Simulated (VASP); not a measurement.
Consider the following.

```
Al2Cu
1.0
   -3.02768     3.02768     2.44013
    3.02768    -3.02768     2.44013
    3.02768     3.02768    -2.44013
Al Cu
4 2
Direct
  0.65821   0.15821   0.81641
  0.15821   0.34179   0.50000
  0.84179   0.65821   0.50000
  0.34179   0.84179   0.18359
  0.75000   0.75000   0.00000
  0.25000   0.25000   0.00000
```

Level of theory: PBE GGA, VASP's PBE PAW potentials (set 64) (plane waves; VASP). Settings: 400 eV cut-off, Gaussian smearing of 0.050 eV, potentials Al Cu.

**Question.** Give the energies of bands 7 to 20 at the high-symmetry points, in eV from the Fermi level.

**Answer.** 
```tsv
band	Γ	X	M	Z	P	N
7	-4.03	-4.33	-4.75	-4.68	-4.15	-4.17
8	-3.73	-4.16	-4.55	-4.28	-4.15	-4.17
9	-3.42	-3.82	-4.35	-4.15	-4.12	-4.06
10	-3.18	-3.64	-4.07	-4.04	-4.12	-4.06
11	-3.18	-3.19	-4.07	-3.78	-3.90	-4.02
12	-2.88	-3.18	-3.75	-3.75	-3.90	-4.02
13	-2.88	-2.79	-3.31	-3.28	-3.71	-3.05
14	-1.96	-2.77	-3.19	-3.22	-3.71	-3.05
15	-1.31	-1.39	-3.19	-3.22	0.41	-2.57
16	-1.16	-1.27	-1.81	-1.06	0.41	-2.57
17	-1.16	-0.99	2.55	1.52	0.80	0.25
18	-0.82	-0.66	2.98	1.79	0.80	0.25
19	-0.37	0.79	2.98	1.79	1.88	4.05
20	0.06	1.27	3.35	2.06	1.88	4.05
```

It has no gap at this level: it comes out as a metal or semimetal.

The compound is Al2Cu in the sg140 structure. It was relaxed first.
